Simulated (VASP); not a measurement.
OSZICAR of a VASP run on CdTe (zinc blende):

OSZICAR:
```
       N       E                     dE             d eps       ncg     rms          rms(c)
DAV:   1     0.106245576928E+03    0.10625E+03   -0.82844E+03   520   0.119E+03
DAV:   2     0.420441754416E+01   -0.10204E+03   -0.97291E+02   610   0.271E+02
DAV:   3     0.573525914049E-01   -0.41471E+01   -0.41380E+01   615   0.577E+01
DAV:   4     0.162568206877E-01   -0.41096E-01   -0.41092E-01   715   0.503E+00
DAV:   5     0.161462102867E-01   -0.11061E-03   -0.11061E-03   630   0.260E-01    0.541E+00
DAV:   6     0.241340908951E+00    0.22519E+00   -0.50684E-01   580   0.951E+00    0.448E+00
DAV:   7     0.255249423304E+00    0.13909E-01   -0.11293E-01   590   0.251E+00    0.178E+00
DAV:   8     0.254770616901E+00   -0.47881E-03   -0.96460E-03   535   0.137E+00    0.509E-01
DAV:   9     0.254470028421E+00   -0.30059E-03   -0.93741E-04   590   0.347E-01    0.110E-01
DAV:  10     0.254398499688E+00   -0.71529E-04   -0.13168E-04   583   0.122E-01    0.536E-02
DAV:  11     0.254353683280E+00   -0.44816E-04   -0.87245E-05   520   0.626E-02    0.358E-02
DAV:  12     0.254355373195E+00    0.16899E-05   -0.42303E-06   646   0.173E-02    0.175E-02
DAV:  13     0.254355335650E+00   -0.37546E-07   -0.62059E-07   545   0.471E-03
   1 F= 0.25435534E+00 E0= 0.25435534E+00  d E =-.386565E-13
```

Problem. Which electronic solver shows in the log?

Solution. It is blocked Davidson (ALGO = Normal, or the opening steps of other solvers). The INCAR had ALGO = Normal.

Problem. Can the final energy be trusted as converged?

Solution. The calculation finished and met its thresholds. It stopped with EDIFF = 1E-7, NELM = 100 (vdW-DF-cx, plane waves, VASP's PBE PAW potentials (set 64)).

The compound is CdTe in the zinc blende structure. It was relaxed first.
